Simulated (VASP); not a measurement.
A run of VASP 6.6.1 is set up as follows.

The input INCAR:

```
SYSTEM = WS2
ALGO = Normal
EDIFF = 1E-6
EDIFFG = -0.01
ENCUT = 600
GGA = PE
IBRION = 2
ISIF = 3
ISMEAR = 0
IVDW = 12
KPAR = 2
LASPH = .True.
LCHARG = .False.
LREAL = .False.
LWAVE = .False.
NELM = 80
NSW = 90
PREC = Accurate
SIGMA = 0.03
```

Contents of KPOINTS:

```
k-points
0
Gamma
  12 12 3
  0 0 0
```

The input POSCAR:

```
WS2
1.0
    3.1800000000      0.0000000000      0.0000000000
   -1.5900000000      2.7539607800      0.0000000000
    0.0000000000      0.0000000000     12.5000000000
W S
2 4
Direct
    0.3333333300      0.6666666700      0.2500000000
    0.6666666700      0.3333333300      0.7500000000
    0.3333333300      0.6666666700      0.6250000000
    0.6666666700      0.3333333300      0.1250000000
    0.3333333300      0.6666666700      0.8750000000
    0.6666666700      0.3333333300      0.3750000000
```

Potentials or basis: VASP PAW PBE potentials, release 64 (W_sv, S).

The run is started by

```sh
$ cat potpaw_PBE.64/W_sv/POTCAR potpaw_PBE.64/S/POTCAR > POTCAR
$ mpirun -np 2 vasp_std > vasp.out
```

Question: Estimate the dispersion energy per atom.

Answer: -0.435 eV.

Question: What does it give for the band gap on the k mesh?

Answer: 0.91 eV, indirect (least direct gap 1.83 eV).

Question: Predict the relaxed cell.

Answer: a = 3.155 Å, b = 3.155 Å, c = 12.141 Å, α = 90.00°, β = 90.00°, γ = 120.00°.

The path:
```
step  energy change (eV)  largest force (eV/Å)  pressure (GPa)  volume (Å³)
   1              0.0000                0.1376           -1.52       109.47
   2             -0.0075                0.3287            1.82       106.74
   3             -0.0119                0.2556            0.51       107.76
   4             -0.0146                0.0716           -0.68       107.53
   5             -0.0164                0.0531           -0.22       107.62
   6             -0.0201                0.0478           -0.21       107.24
   7             -0.0288                0.0341           -0.15       106.08
   8             -0.0309                0.0028            0.17       103.77
   9             -0.0329                0.0242            0.02       104.82
  10             -0.0329                0.0218            0.03       104.68
  11             -0.0325                0.0729           -0.38       104.65
  12             -0.0330                0.0017           -0.07       104.67
```

Caveat: spin-orbit coupling is left out, which moves the levels of the heavy elements; an odd mesh through Γ misses points on the zone boundary, where band edges often lie. PBE gaps usually lie below the measured ones, often by a third to a half.
